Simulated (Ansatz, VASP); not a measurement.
HgOs: VASP beside Ansatz

```
Hg Os
1.0
     3.24721    0.00000    0.00000
     0.00000    3.24721    0.00000
     0.00000    0.00000    3.24721
Hg Os
1 1
Direct
  0.00000 0.00000 0.00000
  0.50000 0.50000 0.50000
```

Alike in both runs: functional PBE; k mesh 18 × 18 × 18; occupations gaussian, width 0.1 eV; no spin polarisation.

Ansatz relaxed the structure, and its values are those at the end. VASP's run is a single point on that final structure, the one shown.

|  | VASP | Ansatz |
| --- | --- | --- |
| version | VASP 6.6.1 | Ansatz 0.2.0 |
| potentials or method | VASP PAW PBE potentials, release 64 (Hg, Os) | scalar-relativistic, plane waves, PAW |
| plane-wave cutoff (eV) | 520 | 420 |
| valence electrons in the cell | 20 | 36 |

|  | VASP | Ansatz | Ansatz less VASP |
| --- | --- | --- | --- |
| gap on the k mesh at the Fermi level (eV) | none | none | - |
| pressure (GPa) | 1.6 | 0.0 | -1.56 |

A gap of «none» marks a metal or a gap that the smearing closes. The two sets of potentials don't hold the same shells in valence.

Spin-orbit coupling is left out, which matters for the levels of Hg, Os.
